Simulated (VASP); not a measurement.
# KRuO2 (I-42d) in VASP: relaxation of cell and atoms with PBE

Aim: the relaxation of cell and atoms of KRuO2 with PBE.

All numbers are computed with VASP 6.6.1; they aren't measurements. Logs are shortened: lines on timing, memory, paths and dates and some standing lists are left out, and cuts for length are marked.

## (1) The crystal as given

Symmetry: I-42d, No. 122, tetragonal system. Conventional cell: a = 5.800 Å, b = 5.800 Å, c = 7.660 Å, α = 90.00°, β = 90.00°, γ = 90.00°. K (site symmetry -4) has 4 O at 2.76 Å as nearest neighbours. Around Ru (site symmetry -4) lie 4 O at 1.89 Å. O (site symmetry 2) is surrounded by 2 Ru at 1.89 Å.

The cell was built by a generator and needn't be a form met in nature.

## (2) Relaxation of cell and atoms, PBE

INCAR

```
SYSTEM = KRuO2
PREC     = Normal         ! precision mode
ENCUT    = 520            ! plane-wave cutoff, eV
EDIFF    = 1E-4           ! SCF threshold, eV
ISMEAR   = 0              ! smearing method
SIGMA    = 0.15           ! smearing width, eV
LREAL    = .False.        ! projectors in reciprocal space
LASPH    = .True.         ! aspherical terms in the spheres
NELM     = 60             ! most SCF steps
ALGO     = Fast           ! electronic algorithm
ISIF     = 3              ! what is computed and relaxed
LWAVE    = .False.        ! write WAVECAR
LCHARG   = .False.        ! write CHGCAR
GGA      = PE             ! functional
IBRION   = 2              ! ionic algorithm
NSW      = 24             ! ionic steps
EDIFFG   = -0.08          ! ionic threshold
```

KPOINTS

```
regular mesh
0
Gamma
  4 4 4
  0 0 0
```

POSCAR

```
KRuO2
1.0
   -2.9000000000      2.9000000000      3.8300000000
    2.9000000000     -2.9000000000      3.8300000000
    2.9000000000      2.9000000000     -3.8300000000
K Ru O
2 2 4
Direct
    0.2500000000      0.7500000000      0.5000000000
    0.5000000000      0.5000000000      0.0000000000
    0.0000000000      0.0000000000      0.0000000000
    0.7500000000      0.2500000000      0.5000000000
    0.0050000000      0.1250000000      0.3800000000
    0.3750000000      0.9950000000      0.1200000000
    0.8750000000      0.2550000000      0.8800000000
    0.7450000000      0.6250000000      0.6200000000
```

Potentials or basis: VASP PAW PBE potentials, release 64 (K_sv, Ru_pv, O).

Launch:

```
$ cat potpaw_PBE.64/K_sv/POTCAR potpaw_PBE.64/Ru_pv/POTCAR potpaw_PBE.64/O/POTCAR > POTCAR
$ mpirun -np 1 vasp_std > vasp.out
```

OUTCAR:

```text
SYSTEM = KRuO2
   PREC = Normal
   ENCUT = 520
   EDIFF = 1E-4
   ISMEAR = 0
   LREAL = .False.
   LASPH = .True.
   NELM = 60
   ISIF = 3
   GGA = PE
   IBRION = 2
   NSW = 24
   EDIFFG = -0.08

 ion  position               nearest neighbor table
   1  0.250  0.750  0.500-   7 2.76   5 2.76   8 2.76   6 2.76   3 3.48   2 3.48   3 3.48   2 3.48
                             3 3.48   2 3.48   3 3.48   2 3.48
   2  0.500  0.500  0.000-   5 2.76   6 2.76   7 2.76   8 2.76   1 3.48   4 3.48   1 3.48   4 3.48
                             4 3.48   1 3.48   4 3.48   1 3.48
   3  0.000  0.000  0.000-   5 1.89   6 1.89   7 1.89   8 1.89   1 3.48   1 3.48   1 3.48   1 3.48

   4  0.750  0.250  0.500-   5 1.89   6 1.89   7 1.89   8 1.89   2 3.48   2 3.48   2 3.48   2 3.48

   5  0.005  0.125  0.380-   3 1.89   4 1.89   2 2.76   1 2.76
   6  0.375  0.995  0.120-   3 1.89   4 1.89   2 2.76   1 2.76
   7  0.875  0.255  0.880-   3 1.89   4 1.89   1 2.76   2 2.76
   8  0.745  0.625  0.620-   3 1.89   4 1.89   1 2.76   2 2.76

  LATTYP: Found a body centered tetragonal cell.
 ALAT       =     5.8000000000
 C/A-ratio  =     1.3206896552

  Lattice vectors:

 A1 = (  -2.9000000000,   2.9000000000,   3.8300000000)
 A2 = (   2.9000000000,  -2.9000000000,   3.8300000000)
 A3 = (   2.9000000000,   2.9000000000,  -3.8300000000)

Analysis of symmetry for initial positions (statically):
=====================================================================
 Subroutine PRICEL returns:
 Original cell was already a primitive cell.

 Routine SETGRP: Setting up the symmetry group for a
 body centered tetragonal supercell.

 Subroutine GETGRP returns: Found  8 space group operations
 (whereof  4 operations were pure point group operations)
 out of a pool of 16 trial point group operations.

The static configuration has the point symmetry S_4 .
 The point group associated with its full space group is D_2d.

Analysis of symmetry for dynamics (positions and initial velocities):
=====================================================================
 Subroutine PRICEL returns:
 Original cell was already a primitive cell.

 Routine SETGRP: Setting up the symmetry group for a
 body centered tetragonal supercell.

 Subroutine GETGRP returns: Found  8 space group operations
 (whereof  4 operations were pure point group operations)
 out of a pool of 16 trial point group operations.

The dynamic configuration has the point symmetry S_4 .
 The point group associated with its full space group is D_2d.

 Subroutine INISYM returns: Found  8 space group operations
 (whereof  4 operations are pure point group operations),
 and found     1 'primitive' translations

----------------------------------------------------------------------------------------

                                     Primitive cell

[... 91 lines left out ...]
   LREAL  =      F    real-space projection
   EDIFFG = -.8E-01   stopping-criterion for IOM
   NSW    =     24    number of steps for IOM
   IBRION =      2    ionic relax: 0-MD 1-quasi-New 2-CG
   NFREE  =      1    steps in history (QN), initial steepest desc. (CG)
   ISIF   =      3    stress and relaxation
   ISYM   =      2    0-nonsym 1-usesym 2-fastsym
   POTIM  = 0.5000    time-step for ionic-motion
   TEBEG  =    0.0;   TEEND  =   0.0 temperature during run
   PSTRESS=    0.0 pullay stress
   NELECT =      70.0000    total number of electrons
   NUPDOWN=      -1.0000    fix difference up-down
   EMIN   =  10.00;   EMAX   =-10.00  energy-range for DOS
   EFERMI =   0.00;   METHOD = LEGACY
   ISMEAR =     0;   SIGMA  =   0.15  broadening in eV -4-tet -1-fermi 0-gaus
   EFERMI_NEDOS =   21; number of points for ismear=-14 and -15
   IALGO  =     68    algorithm
   IMIX   =      4    mixing-type and parameters
     AMIX     =   0.40;   BMIX     =  1.00
     AMIX_MAG =   1.60;   BMIX_MAG =  1.00
  volume/ion in A,a.u.               =      16.11       108.68
  Fermi-wavevector in a.u.,A,eV,Ry     =   1.335845  2.524380 24.279333  1.784481
  Thomas-Fermi vector in A             =   2.464517
   LORBIT       =      0    0 simple, 1 ext, 2 COOP (PROOUT), +10 PAW based schemes
   GGA     = PE    functional components
   LHFCALC =     F    Hartree Fock is set to
   AEXX    =    0.0000 exact exchange contribution
   IVDW    =     0    specifies the selected vdW correction
   LEPSILON=     F    determine dielectric tensor
   LRPA    =     F    only Hartree local field effects (RPA)
 conjugate gradient relaxation of ions
 non-spin polarized calculation
 RMM-DIIS sequential band-by-band and
 Gauss-broadening in eV      SIGMA  =   0.15
  energy-cutoff  :      520.00
  volume of cell :      128.84
 maximum number of plane-waves:      3482
   NGX = 21   NGY = 21   NGZ = 21

--------------------------------------- Ionic step        1  -------------------------------------------

 number of electron      70.0000059 magnetization

 Free energy of the ion-electron system (eV)
  ---------------------------------------------------
  ext. energy  EPLUGINS =         0.00000000
  ---------------------------------------------------
  free energy    TOTEN  =       -47.05955030 eV

  energy without entropy =      -46.99665417  energy(sigma->0) =      -47.02810224

------------------------ aborting loop because EDIFF is reached ----------------------------------------

  FORCE on cell =-STRESS in cart. coord.  units (eV):
  Direction    XX          YY          ZZ          XY          YZ          ZX
  --------------------------------------------------------------------------------------
  -------------------------------------------------------------------------------------
  Total        9.1658404      9.1658404      2.8610953      0.0000000      0.0000000      0.0000000
  in kB      113.9798585    113.9798585     35.5785414      0.0000000      0.0000000      0.0000000
  external PRESSURE =      87.8460861 kB  Pullay stress =       0.0000000 kB
[... 702 lines left out ...]
     41       8.0587      0.00000
     42       8.0589      0.00000

[... ionic steps 4 to 12 ...]

--------------------------------------- Ionic step       13  -------------------------------------------

 number of electron      70.0000031 magnetization

------------------------ aborting loop because EDIFF is reached ----------------------------------------
[... 671 lines left out ...]
--------------------------------------- Ionic step       15  -------------------------------------------

 number of electron      70.0000016 magnetization

 Free energy of the ion-electron system (eV)
  ---------------------------------------------------
  ext. energy  EPLUGINS =         0.00000000
  ---------------------------------------------------
  free energy    TOTEN  =       -47.73314748 eV

  energy without entropy =      -47.66724786  energy(sigma->0) =      -47.70019767

 E-fermi :   4.4378     XC(G=0):  -9.9962

 val. band max:        4.4340493301   @ k =   0.2500   0.2500   0.0000
 cond. band min:       4.4400449608   @ k =   0.5000   0.2500   0.0000
 fundamental gap:      0.0059956307
 Fermi energy:         4.4378451779
[... 618 lines left out ...]
  FREE ENERGIE OF THE ION-ELECTRON SYSTEM (eV)
  ---------------------------------------------------
  free  energy   TOTEN  =       -47.7331474833 eV

  energy  without entropy=      -47.6672478600  energy(sigma->0) =      -47.70019767

 reached required accuracy - stopping structural energy minimisation
```

Wall time 3.2 min (1 thread of Intel Xeon 6975P-C (Granite Rapids), shared host); peak memory 0.22 GiB.

Results:

| Property | Result |
| --- | --- |
| Free energy | -47.7331 eV |
| Relaxed volume | 15.83 Å³/atom |
| Relaxed cell | a = 5.485 Å, b = 5.485 Å, c = 5.485 Å, α = 111.24°, β = 111.24°, γ = 105.99° |
| Space group after relaxing (to 0.05 Å) | I-42d (No. 122) |
| Energy gained by relaxing | 84.2 meV/atom |
| Ionic steps | 15 |
| Pressure after relaxing | 0.4 GPa |
| Largest force after relaxing | 0.034 eV/Å |
| Band gap on the k mesh | none (metal or under the smearing width) |

Forces in eV/Å, atoms in the order of the input:
```
K    0.000  0.000  0.000
K    0.000  0.000  0.000
Ru   0.000  0.000  0.000
Ru   0.000  0.000  0.000
O    0.000 -0.034  0.000
O    0.034  0.000  0.000
O   -0.034  0.000  0.000
O    0.000  0.034  0.000
```

Stress tensor (GPa, compression positive):
```
0.20 0.00 0.00
0.00 0.20 0.00
0.00 0.00 0.77
```

Step by step:
| step | energy change (eV) | largest force (eV/Å) | pressure (GPa) | volume (Å³) |
| --- | --- | --- | --- | --- |
| 1 | 0.0000 | 1.2578 | 8.78 | 128.84 |
| 2 | -0.1374 | 0.5420 | -7.22 | 145.95 |
| 3 | -0.3588 | 0.1746 | -1.33 | 138.01 |
| 4 | -0.3590 | 0.1919 | -1.02 | 137.83 |
| 5 | -0.4132 | 0.1412 | -1.06 | 136.38 |
| 6 | -0.5532 | 0.0549 | -0.97 | 131.92 |
| 7 | -0.5540 | 0.6213 | -0.61 | 122.45 |
| 8 | -0.6172 | 0.2589 | -0.30 | 128.16 |
| 9 | -0.6196 | 0.3993 | -0.81 | 125.91 |
| 10 | -0.6224 | 0.3378 | -0.60 | 126.89 |
| 11 | -0.6349 | 0.0107 | 2.34 | 123.36 |
| 12 | -0.6410 | 0.1108 | 1.37 | 124.55 |
| 13 | -0.6616 | 0.1123 | 0.74 | 125.33 |
| 14 | -0.6679 | 0.1227 | 0.11 | 126.20 |
| 15 | -0.6736 | 0.0339 | 0.39 | 126.65 |

Final structure:
```
CELL_PARAMETERS angstrom
-3.09693 3.09693 3.30125
3.09693 -3.09693 3.30125
3.09693 3.09693 -3.30125
ATOMIC_POSITIONS crystal
K 0.25000 0.75000 0.50000
K 0.50000 0.50000 0.00000
Ru 0.00000 0.00000 0.00000
Ru 0.75000 0.25000 0.50000
O 0.01206 0.12500 0.38706
O 0.37500 0.98794 0.11294
O 0.87500 0.26206 0.88706
O 0.73794 0.62500 0.61294
```

Caveat: the k mesh is coarse (spacing up to 0.38 Å⁻¹), so the values aren't converged; the relaxation stopped at a loose force limit of 0.08 eV/Å, so its end isn't a converged minimum.
